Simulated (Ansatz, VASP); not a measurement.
# Cross-check of Al (Aluminum) between VASP and Ansatz

Aim: how closely do two programs agree when they are given the same cell, functional and k mesh? The cell is taken from a series of runs on this material, whose earlier steps may have relaxed, scaled, displaced or heated it; both programs get it as it stands.

Program: Ansatz 0.2.0. Level of theory: plane waves, with VASP 6.6.1 beside it; PBEsol. Results are calculated unless marked as measured.

### Step 1. Starting point

It takes space group Fm-3m (No. 225, cubic). Conventional cell: a = 3.994 Å, b = 3.994 Å, c = 3.994 Å, α = 90.00°, β = 90.00°, γ = 90.00°. Nearest to Al lie 12 Al at 2.82 Å.

Structure file:

```xyz
1
Lattice="0.0000 1.9968 1.9968 1.9968 0.0000 1.9968 1.9968 1.9968 0.0000" Properties=species:S:1:pos:R:3 pbc="T T T"
Al    0.0000    0.0000    0.0000
```

### Step 2. VASP: single point, PBEsol, pair 1

A single point takes one fixed geometry, so differences don't come from the geometry; what else differs is listed under the comparison.

Lines of VASP's logs that name or quote its potential files are left out, and so is its time.

Input file INCAR:

```
SYSTEM = Al
PREC = Accurate
ENCUT = 500
EDIFF = 1E-06
NELM = 120
ISMEAR = 1
SIGMA = 0.2
LREAL = .FALSE.
ALGO = Normal
GGA = PS
NBANDS = 7
LORBIT = 11
LWAVE = .FALSE.
LCHARG = .FALSE.
ISIF = 2
LASPH = .TRUE.
GGA_COMPAT = .FALSE.
```

Input file POSCAR:

```
Al
1.0
    0.0000000000      1.9968145189      1.9968145189
    1.9968145189      0.0000000000      1.9968145189
    1.9968145189      1.9968145189      0.0000000000
Al
1
Direct
    0.0000000000      0.0000000000      0.0000000000
```

Input file KPOINTS:

```
Automatic mesh
0
Gamma
20 20 20
0 0 0
```

Potentials, in the order of the species: Al (PBE family, release 64).

Run with:

```
$ mpirun -np 1 vasp_std
```

Numbers of over 12 decimals in the logs are rounded to 6 here.

Log:

```text
[banner, memory and clock lines left out]
running    1 mpi-ranks, on    1 nodes
 distrk:  each k-point on    1 cores,    1 groups
 distr:  one band on    1 cores,    1 groups

 POSCAR found type information on POSCAR Al
 POSCAR found :  1 types and       1 ions
|                                                                             |
|               ----> ADVICE to this user running VASP <----                  |
|                                                                             |
|     You enforced a specific xc type in the INCAR file but a different       |
|     [... a line on the potential file left out ...]
|     I HOPE YOU KNOW WHAT YOU ARE DOING!                                     |
|                                                                             |

 LDA part: xc-table for (Slater+PW92), standard interpolation
 POSCAR, INCAR and KPOINTS ok, starting setup
 FFT: planning ... GRIDC
 FFT: planning ... GRID_SOFT
 FFT: planning ... GRID
 WAVECAR not read
 entering main loop
       N       E                     dE             d eps       ncg     rms          rms(c)
DAV:   1    -0.247651067743E+01   -0.24765E+01   -0.86019E+02  3640   0.226E+02
DAV:   2    -0.411047935385E+01   -0.16340E+01   -0.15734E+01  4767   0.222E+01
DAV:   3    -0.411983559865E+01   -0.93562E-02   -0.93509E-02  4956   0.191E+00
DAV:   4    -0.411985797061E+01   -0.22372E-04   -0.22372E-04  5418   0.769E-02
DAV:   5    -0.411985798727E+01   -0.16664E-07   -0.16724E-07  5096   0.160E-03    0.146E+00
DAV:   6    -0.410238342930E+01    0.17475E-01   -0.20553E-03  4795   0.216E-01    0.827E-01
DAV:   7    -0.409058757025E+01    0.11796E-01   -0.56392E-03  4445   0.346E-01    0.176E-01
DAV:   8    -0.409057148012E+01    0.16090E-04   -0.23371E-05  5544   0.371E-02    0.127E-02
DAV:   9    -0.409057076388E+01    0.71624E-06   -0.32841E-07  4865   0.296E-03
   1 F= -.40905708E+01 E0= -.40904836E+01  d E =-.261557E-03
```

From OUTCAR (step 2):

```text
ion  position               nearest neighbor table
   1  0.000  0.000  0.000-

  LATTYP: Found a face centered cubic cell.
 ALAT       =     3.9936290378

 Subroutine GETGRP returns: Found 48 space group operations
 (whereof 48 operations were pure point group operations)

The static configuration has the point symmetry O_h .

 Found    256 irreducible k-points:

   k-points           NKPTS =    256   k-points in BZ     NKDIM =    256   number of bands    NBANDS=      7

   dimension x,y,z NGX =    24 NGY =   24 NGZ =   24
   dimension x,y,z NGXF=    48 NGYF=   48 NGZF=   48

   ENCUT  =  500.0 eV  36.75 Ry    6.06 a.u.   5.15  5.15  5.15*2*pi/ulx,y,z

   NELECT =       3.0000    total number of electrons

 k-points in reciprocal lattice and weights: Automatic mesh
   0.00000000  0.00000000  0.00000000       0.000
   0.05000000  0.00000000  0.00000000       0.001
   0.10000000  0.00000000  0.00000000       0.001
   0.15000000  0.00000000  0.00000000       0.001
   0.20000000  0.00000000  0.00000000       0.001
   0.25000000  0.00000000  0.00000000       0.001
   0.30000000  0.00000000  0.00000000       0.001
   0.35000000  0.00000000  0.00000000       0.001
   0.40000000  0.00000000  0.00000000       0.001
[...]
-0.30000000  0.50000000  0.20000000       0.002
  -0.25000000  0.50000000  0.25000000       0.001

 average (electrostatic) potential at core
       1 -71.8963

 E-fermi :   8.3729

 k-point     1 :       0.0000    0.0000    0.0000
  band No.  band energies     occupation
      1      -3.0529      2.00000
      2      21.1170      0.00000
      3      21.1170      0.00000
      4      21.1170      0.00000
      5      22.8815      0.00000
      6      22.8815      0.00000
    ...

 k-point     2 :       0.0500    0.0000    0.0000
  band No.  band energies     occupation
      1      -2.9834      2.00000
      2      19.8368      0.00000
      3      20.8822      0.00000
      4      20.8822      0.00000
      5      23.2263      0.00000
      6      23.2263      0.00000
    ...

 k-point     3 :       0.1000    0.0000    0.0000
  band No.  band energies     occupation
      1      -2.7749      2.00000
      2      17.8290      0.00000
      3      20.4454      0.00000
      4      20.4454      0.00000
      5      23.4591      0.00000
      6      23.9778      0.00000
    ...

  Total        0.1331555      0.1331555      0.1331555     -0.0000000      0.0000000      0.0000000
  in kB       13.3975823     13.3975823     13.3975823     -0.0000000      0.0000000      0.0000000
  external PRESSURE =      13.3975823 kB  Pullay stress =       0.0000000 kB

  energy-cutoff  :      500.00
  volume of cell :       15.92
      direct lattice vectors                 reciprocal lattice vectors
     0.000000000  1.996814519  1.996814519    -0.250398820  0.250398820  0.250398820
     1.996814519  0.000000000  1.996814519     0.250398820 -0.250398820  0.250398820
     1.996814519  1.996814519  0.000000000     0.250398820  0.250398820 -0.250398820

 POSITION                                       TOTAL-FORCE (eV/Angst)
 -----------------------------------------------------------------------------------
      0.00000      0.00000      0.00000         0.000000      0.000000      0.000000
 -----------------------------------------------------------------------------------
    total drift:                                0.000000     -0.000000     -0.000000

  FREE ENERGIE OF THE ION-ELECTRON SYSTEM (eV)
  ---------------------------------------------------
  free  energy   TOTEN  =        -4.0905707639 eV

  energy  without entropy=       -4.0903092071  energy(sigma->0) =       -4.09048358

 total charge
# of ion       s       p       d       tot
------------------------------------------
    1        0.427   0.353   0.000   0.780

[... 3 further parts left out ...]
```

This run has no spin polarisation. Its electron count is odd, so without a moment it is a metal by construction.

### Step 3. Ansatz: single point, PBEsol, pair 1

Ansatz runs on its default PAW (the set named soft_2) files.

The same cell, functional, mesh and smearing now go to Ansatz, which takes its cutoff from its data sets.

Input file input.yaml:

```yaml
crystal:
  lattice:
    - [0.0, 1.9968145189, 1.9968145189]
    - [1.9968145189, 0.0, 1.9968145189]
    - [1.9968145189, 1.9968145189, 0.0]
  atoms:
    - { symbol: Al, position: [0.0, 0.0, 0.0] }
kpoints:
  mp_grid: { grid: [20, 20, 20] }
hamiltonian:
  xc: pbesol
scf:
  occupations: { method: methfessel_paxton, width: 0.2 }
output:
  forces: true
  stress: true
  eigenvalues: true
  write_density: true
  write_potential: true
  elf: true
  volumetric_format: npy
```

Run with:

```
$ ansatz run input.yaml --threads 4 --pin off --max-ram 8192MiB --backend cpu --events-out ev --progress --plain --runs-dir out
```

Log:

```text
Engine: ansatz 0.2.0, aarch64-unknown-linux-gnu
Pseudopotentials: kind: paw
Pseudopotential: Al, paw, valence charge 3, recommended cutoff 420 eV (normal), Al.paw.azcp
Functional definition: PBEsol
  exchange = pbesol_x
  correlation = pbesol_c
Crystal: 1 atoms, lattice volume = 15.924 Å³
Basis set: ecut = 420 eV, 331 PW (Γ), exchange–correlation on 40×40×40 points (8 copies of the dense FFT grid, shifted against one another)
Bands: 6, of which v1, the nominal top of the filled ones, is band 2 counted from 1 (1 counted from 0)
Symmetry: 48 space group operations
Space group: Fm-3m (ITA 225), of the structure as read, at distance tolerance 2.5e-5 Å
k-points: 256 of 8000
Non-local potential: Al, projectors of the file, l = 0: 2, l = 1: 2, l = 2: 1
PAW form: soft (Blöchl's): semilocal exchange-correlation on the pseudo side does not see the compensation charge
PAW frozen core: Al, regenerated for the run's functional, and the local potential with it (the file was generated under x = pbe(κ = 0.804, μ = 0.219515), c = pbe(β = 0.066725))
PAW one-centre angular grid: Al, 110 points (default); XC on 64 Gauss nodes
Initial density: superposition of atomic densities (neutral atoms: chi_scale 0, normalization atom), corrected by the library's trained network
Initial wavefunctions: pseudopotential atomic-orbital guess
Functional: x = pbesol(κ = 0.804, μ = 0.123457), c = pbesol(β = 0.046)
SCF iter   1: F=—  HF=-524.546801 eV  |F-HF|=—  |Δ(HF+E_count)|=         —  Δρ=8.30e-4  dr2=5.81e-5  ethr=1.77e-3  ⟨swp⟩=4.6  Hψ=12662  notcnv=0
preconditioner: auto → none  [metal: Δε(μ)=0.020 eV  Ē_g=13.500 eV  σ=0.200 eV  W_gap=0.08  n_scr=0 (ndim 8)  ℏωp=16.1 eV  f_vac=0.000  D(μ)=0.43/eV (n_scr^D=0)]
SCF iter   2: F=—  HF=-524.546818 eV  |F-HF|=—  |Δ(HF+E_count)|=   1.69e-5  S|Δr|=    0.00e0  Δρ=4.19e-4  dr2=1.48e-5  ethr=1.94e-6  ⟨swp⟩=1.6  Hψ=3772  notcnv=0
SCF iter   3: F=-524.546822 eV  HF=-524.546822 eV  |F-HF|=2.03e-8  |Δ(HF+E_count)|=   4.12e-6  S|Δr|=    0.00e0  Δρ=1.94e-5  dr2=6.22e-8  ethr=3.33e-9  ⟨swp⟩=6.7  Hψ=7976  notcnv=0
SCF 1 converged in 3 iterations: F = -524.546822 eV  dr2 = 6.22e-8
  greatest PAW one-centre occupation: 0.449 electrons in one spin orbital (limit 2), on the Al atom at site 0 (counted from 0), in its partial waves of l = 0
SCF converged after 3 iterations
Stability not checked: this state was not tested for a lower state beside it, because cold or Methfessel-Paxton smearing, or corrected tetrahedra, fill the levels in a way that the test cannot read (fill_not_monotonic; see scf.lower_state_search)
Free energy (F): -524.546822 eV
Harris-Foulkes:  -524.546822 eV  (|F-HF|=2.03e-8)
Internal energy: -524.546557 eV  (E = F + TS)
E sigma→0 (E₀):  -524.546756 eV
Entropy (-TS):   -0.000266 eV (-0.266 meV/atom)
Fermi energy:    8.305475 eV
--- Per-component energies (eV) ---
  E_band       = 11.217146
  E_kinetic    = 23.370383
  E_local      = 10.319804  (includes V_loc(G=0)·N_el)
  E_nonlocal   = 10.425382
  E_hartree    = 0.109405
  E_xc         = -39.633463
  E_vxc        = -29.453554  (∫ρ·V_xc dr)
  E_paw        = -454.765781  (= ΣΔE_a)
  E_vpaw       = -3.663583  (= ΣTr[D̂ρ^β])
  E_aug_tail   = -0.000002  (compensation charges beyond the density's cutoff)
  E_ewald      = -74.391423
  E_core_change = 0.019139  (= ΣΔE_core)
  E_smearing   = -0.000266  (= −TS)
  E_closure    = 0.000000  (closes the sum)
  Σ components = -524.546822   (vs F -524.546822, Δ=0.00e0)
--- Forces (eV/Å), atoms counted from 1 ---
  atom   1  Al     0.00000000     0.00000000    -0.00000000
  max |Σ_I F_I| component: 8.22e-33 eV/Å
--- Stress (GPa, compression-positive) ---
        1.276056       0.000000      -0.000000
        0.000000       1.276056      -0.000000
       -0.000000       0.000000       1.276056
  P = ⅓ Tr σ = 1.2761 GPa (12.761 kbar)
--- Band table (eV; the first three rows and the last of 256) ---
  k-point 0: bands = ["-3.1113", "20.9649", "20.9649", "20.9649", "22.8032", "22.8032"]
  k-point 1: bands = ["-3.0418", "19.7194", "20.7434", "20.7434", "23.1332", "23.1332"]
  k-point 2: bands = ["-2.8334", "17.7325", "20.3222", "20.3222", "23.3771", "23.8639"]
  k-point 255: bands = ["7.3704", "7.3704", "8.3509", "9.5607", "24.3133", "24.3133"]
```

The run ends at a pressure of 1.28 GPa.

### Step 4. Comparison

Known differences besides the potentials themselves: the cutoff is 420 eV in Ansatz and 500 eV in VASP; Ansatz makes its cores anew for this functional, VASP keeps those of its PBE data sets. Total energies have different zeros and are not compared.

Compared:

| quantity | Ansatz | VASP | difference |
| --- | --- | --- | --- |
| pressure (GPa) | 1.28 | 1.34 | -0.06 |

### Step 5. VASP: single point, PBEsol, pair 2

With cell and atoms fixed, the geometry can't cause a difference; cores, projectors, grids and the points listed under the comparison can. The cell compared in this pair holds 16.65 Å³, against 15.92 Å³ for the pair before.

INCAR is that of step 2.

Input file POSCAR:

```
Al
1.0
    0.0000000000      2.0267711974      2.0267711974
    2.0267711974      0.0000000000      2.0267711974
    2.0267711974      2.0267711974      0.0000000000
Al
1
Direct
    0.0000000000      0.0000000000      0.0000000000
```

KPOINTS is that of step 2.

Run with:

```
$ mpirun -np 1 vasp_std
```

Log:

```text
[banner, memory and clock lines left out]
running    1 mpi-ranks, on    1 nodes
[...]
[... a notice as in an earlier step ...]

 LDA part: xc-table for (Slater+PW92), standard interpolation
 POSCAR, INCAR and KPOINTS ok, starting setup
[...]
entering main loop
       N       E                     dE             d eps       ncg     rms          rms(c)
DAV:   1    -0.263015774965E+01   -0.26302E+01   -0.83637E+02  3640   0.224E+02
DAV:   2    -0.410700266752E+01   -0.14768E+01   -0.14119E+01  4739   0.209E+01
DAV:   3    -0.411680028894E+01   -0.97976E-02   -0.97903E-02  4907   0.190E+00
DAV:   4    -0.411682297050E+01   -0.22682E-04   -0.22681E-04  5446   0.790E-02
DAV:   5    -0.411682300698E+01   -0.36484E-07   -0.36706E-07  5012   0.188E-03    0.137E+00
DAV:   6    -0.409982137628E+01    0.17002E-01   -0.23191E-03  4837   0.228E-01    0.782E-01
DAV:   7    -0.408837616290E+01    0.11445E-01   -0.63034E-03  4487   0.363E-01    0.164E-01
DAV:   8    -0.408836085390E+01    0.15309E-04   -0.23035E-05  5509   0.371E-02    0.665E-03
DAV:   9    -0.408836011650E+01    0.73740E-06   -0.37401E-07  4900   0.302E-03
   1 F= -.40883601E+01 E0= -.40882209E+01  d E =-.417681E-03
```

Parts of OUTCAR (step 5):

```text
  Total       -0.2263180     -0.2263180     -0.2263180      0.0000000     -0.0000000      0.0000000
  in kB      -21.7763707    -21.7763707    -21.7763707      0.0000000     -0.0000000      0.0000000
  external PRESSURE =     -21.7763707 kB  Pullay stress =       0.0000000 kB

 POSITION                                       TOTAL-FORCE (eV/Angst)
 -----------------------------------------------------------------------------------
      0.00000      0.00000      0.00000         0.000000      0.000000     -0.000000
 -----------------------------------------------------------------------------------
    total drift:                               -0.000000      0.000000      0.000000

  FREE ENERGIE OF THE ION-ELECTRON SYSTEM (eV)
  ---------------------------------------------------
  free  energy   TOTEN  =        -4.0883601165 eV

  energy  without entropy=       -4.0879424353  energy(sigma->0) =       -4.08822089

[... 1 part as in an earlier step ...]

[... 2 further parts left out ...]
[key lines of the parts left out:]
E-fermi :   7.8988
```

The run ends at a pressure of -2.18 GPa.

(Part 1 of 2 ends here.)

[Lines on the potential files, build, host, timing and source positions are cut from VASP's logs without a mark.]

[Logs are printed without paths, hosts, clocks, repeated set-up lines and the standing remarks that a program may print on its own settings, such as how far it seeks lower states.]

[Hosts, paths, dates, database ids (printed as entryN), source tags and the programs' standing remarks are cut or masked in the printed files.]
